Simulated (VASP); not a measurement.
The system is WAu.

```
W Au
1.0
     0.00000    2.90921    2.90921
     2.90921    0.00000    2.90921
     2.90921    2.90921    0.00000
W Au
1 1
Direct
  0.00000 0.00000 0.00000
  0.75000 0.75000 0.75000
```

The cell was built by a generator and needn't be a form met in nature.

Base run:

- Program: VASP 6.6.1
- Functional: r2SCAN
- Potentials or basis: VASP PAW PBE potentials, release 64 (W_sv, Au)
- Cutoff: 520 eV
- k mesh: 8 × 8 × 8
- Occupations: tetrahedron
- Spin: no spin polarisation
- Hubbard terms: Au d U = 4 eV, W d U = 4 eV

Its results: band gap on the k mesh none (metal or under the smearing width); pressure -0.4 GPa.

After a change of settings the same cell gave: band gap on the k mesh none (metal or under the smearing width); pressure 1.1 GPa. Which change was it?
A. hubbard terms from Au d U = 4 eV, W d U = 4 eV to Au d U = 2 eV, W d U = 2 eV
B. hubbard terms from Au d U = 4 eV, W d U = 4 eV to Au d U = 5 eV, W d U = 5 eV
C. hubbard terms from Au d U = 4 eV, W d U = 4 eV to none

B.

Caveats: the PAW data sets were made with another functional, which shifts forces and pressure a little; U without spin polarisation on a metal has little footing; the U is typed as a test and isn't derived for this compound; tetrahedron occupations give inexact forces and stress in metals.
